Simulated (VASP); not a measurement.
Ag2PdO2: single point with PBE

Ag2PdO2:

```xyz
5
Lattice="4.7266 -0.1396 0.5396 -0.9421 3.4760 -0.0142 0.2422 0.1269 4.5439" Properties=species:S:1:pos:R:3 pbc="T T T"
Pd    2.3145    0.1533    0.6374
O     2.9407    1.2817    3.5241
O     1.9347    3.2945    3.0606
Ag    0.7322    1.2639    2.5613
Ag    3.6379    2.4004    1.4270
```

The cell was built by a generator and needn't be a form met in nature.

- Program: VASP 6.6.1
- Task: single point
- Functional: PBE
- Potentials or basis: VASP PAW PBE potentials, release 64 (Pd, O, Ag)
- Cutoff: 520 eV
- k mesh: 3 × 4 × 3
- Occupations: fermi-dirac, width 0.05 eV
- Spin: no spin polarisation
- Dipole correction: no
- Further INCAR settings: ALGO = Normal; EDIFF = 1e-06; NBANDS = 30

```json
{"Pressure": "7.6 GPa", "Largest force": "1.369 eV/Å", "Band gap on the k mesh": "0.08 eV, indirect (least direct gap 0.40 eV)"}
```

Forces on the atoms (eV/Å):
```
Pd  -0.204 -0.421  1.287
O    0.444 -0.406 -0.491
O   -0.083  0.579 -0.493
Ag  -0.489  0.169 -0.120
Ag   0.333  0.080 -0.183
```

Stress tensor (GPa, compression positive):
```
 7.81 -0.67 -0.06
-0.67  7.08 -0.40
-0.06 -0.40  8.02
```

Levels at points of the mesh, in eV from the valence-band top:
```csv
k point,band 19,band 20,band 21,band 22,band 23,band 24,band 25,band 26
"(0.00, 0.00, 0.00)",-1.86,-1.68,-1.36,-0.84,0.10,3.16,3.77,5.36
"(0.00, 0.50, 0.00)",-1.57,-1.16,-0.84,-0.38,0.31,1.27,2.89,4.88
```

Run time: 20 s on 1 thread of Intel(R) Xeon(R) 6975P-C (Granite Rapids), on a shared host, peak memory 0.2 GiB.

Caveat: the k mesh is coarse (spacing up to 0.47 Å⁻¹), so the values aren't converged.
